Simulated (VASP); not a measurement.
Runs of VASP 6.6.1 on CuI. It takes space group F-43m (No. 216, cubic). The conventional cell has a = 6.082 Å, b = 6.082 Å, c = 6.082 Å, α = 90.00°, β = 90.00°, γ = 90.00°. Cu (site symmetry -43m) has 4 I at 2.63 Å as nearest neighbours. I (site symmetry -43m) has 4 Cu at 2.63 Å as nearest neighbours. 

```tsv
task	level	potentials or basis	cell	cutoff (eV)	gap on the mesh (eV)	pressure (GPa)	moment (μB)
band structure	TB-mBJ	VASP PAW PBE potentials, release 64 (Cu, I)	F-43m, 28.12 Å³/atom	520	(a)	-	0.00
relaxation of cell and atoms	PBE	VASP PAW PBE potentials, release 64 (Cu, I)	relaxed	600	1.12	0.0	0.00
band structure	LDA	VASP PAW LDA potentials, release 64 (Cu, I)	F-43m, 28.12 Å³/atom	520	0.97	-4.6	0.00
band structure	r2SCAN	VASP PAW PBE potentials, release 64 (Cu, I)	F-43m, 28.12 Å³/atom	520	(b)	-1.2	0.00
band structure	PBE	VASP PAW PBE potentials, release 64 (Cu, I)	F-43m, 28.12 Å³/atom	520	1.12	-0.1	0.00
```

Alike in all rows: spin collinear, ferromagnetic start; k mesh 8 × 8 × 8; smearing gaussian 0.03 eV.

Task: Fill in the values left out.

Result: (a) 2.17; (b) 1.59.

Caveats: spin-orbit coupling is left out, which moves the levels of the heavy elements; the PAW data sets were made with another functional, which shifts forces and pressure a little (some runs).

A k mesh can miss the band edges, and the runs leave out spin-orbit coupling on I.
